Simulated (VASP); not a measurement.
Crystal: SrZr2O3.

```xyz
6
Lattice="5.5122 0.0000 0.0000 -2.7561 4.7737 0.0000 0.0000 0.0000 3.2440" Properties=species:S:1:pos:R:3 pbc="T T T"
Sr    0.0000    0.0000    0.0000
Zr    0.0000    3.1825    1.6220
Zr    2.7561    1.5912    1.6220
O     2.6231    0.0000    0.0000
O    -1.3115    2.2717    0.0000
O     1.4446    2.5020    0.0000
```

The cell was built by a generator and needn't be a form met in nature.

```yaml
Program: VASP 6.6.1
Task: relaxation of cell and atoms
Functional: PBE
Potentials_or_basis: VASP PAW PBE potentials, release 64 (Sr_sv, Zr_sv, O)
Cutoff: 520 eV
k_mesh: 6 × 6 × 10
Occupations: gaussian, width 0.1 eV
Spin: no spin polarisation
```

At the start: pressure -0.3 GPa; volume 14.23 Å³/atom.

Question: How do energy, volume and symmetry change on relaxing?

Answer: Over 17 steps the energy falls by 4.4 meV/atom and the volume is 14.16 Å³/atom (-0.5 %); space group P6/mmm (No. 191, to 0.05 Å).

The path:
```
step  energy change (eV)  largest force (eV/Å)  pressure (GPa)  volume (Å³)
   1              0.0000                0.1156           -0.34        85.36
   2             -0.0051                0.1215            0.10        84.99
   3             -0.0055                0.1232            0.24        84.87
   4             -0.0084                0.1118           -0.07        85.02
   5             -0.0136                0.0823           -0.91        85.45
   6             -0.0101                0.0359           -2.52        86.33
   7             -0.0145                0.0672           -1.41        85.72
   8             -0.0154                0.0647           -1.35        85.68
   9             -0.0178                0.0572           -1.15        85.57
  10             -0.0217                0.0430           -0.77        85.35
  11             -0.0257                0.0147            0.05        84.90
  12             -0.0259                0.0082            0.27        84.78
  13             -0.0259                0.0054            0.30        84.76
  14             -0.0260                0.0045            0.23        84.82
  15             -0.0261                0.0016            0.10        84.91
  16             -0.0260                0.0039           -0.19        85.07
  17             -0.0262                0.0005           -0.02        84.96
```

Final structure:
```
Sr Zr O
1.0
     5.48206    0.00000    0.00000
    -2.74103    4.74760    0.00000
     0.00000    0.00000    3.26438
Sr Zr O
1 2 3
Cartesian
  0.0000 0.0000 0.0000
  0.0000 3.1651 1.6322
  2.7410 1.5825 1.6322
  2.7413 0.0000 0.0000
  -1.3706 2.3740 0.0000
  1.3704 2.3736 0.0000
```
